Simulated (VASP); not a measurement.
The system is MnSiSe3.

```xyz
5
Lattice="4.8341 0.0000 0.0000 0.0000 4.8341 0.0000 0.0000 0.0000 4.8341" Properties=species:S:1:pos:R:3 pbc="T T T"
Mn    0.0000    0.0000    0.0000
Si    2.4171    2.4171    2.4171
Se    0.0000    2.4171    2.4171
Se    2.4171    0.0000    2.4171
Se    2.4171    2.4171    0.0000
```

The cell was built by a generator and needn't be a form met in nature.

Base run:

| Property | Result |
| --- | --- |
| Program | VASP 6.6.1 |
| Functional | BLYP |
| Potentials or basis | VASP PAW PBE potentials, release 64 (Mn_pv, Si, Se) |
| Cutoff | 520 eV |
| k mesh | 5 × 5 × 5 |
| Occupations | fermi-dirac, width 0.05 eV |
| Spin | collinear spin, ferromagnetic start |
| Starting moments | [4.0, 0.0, 0.0, 0.0, 0.0] μB |

Its results: pressure 4.5 GPa; net moment 5.14 μB per cell; site moments Mn +4.42; Si +0.03; Se +0.07 μB.

Question: After a change of settings the same cell gave: pressure 1.3 GPa; net moment 5.29 μB per cell; site moments Mn +4.52; Si +0.06; Se +0.06 μB. Which change was it?
A. functional from BLYP to LDA; potentials or basis from VASP PAW PBE potentials, release 64 (Mn_pv, Si, Se) to VASP PAW LDA potentials, release 64 (Mn_pv, Si, Se)
B. functional from BLYP to SCAN
C. functional from BLYP to revPBE
D. functional from BLYP to TPSS

Answer: C.

Caveats: the PAW data sets were made with another functional, which shifts forces and pressure a little; a cell with one magnetic atom can't hold antiferromagnetic order, which such compounds often take.
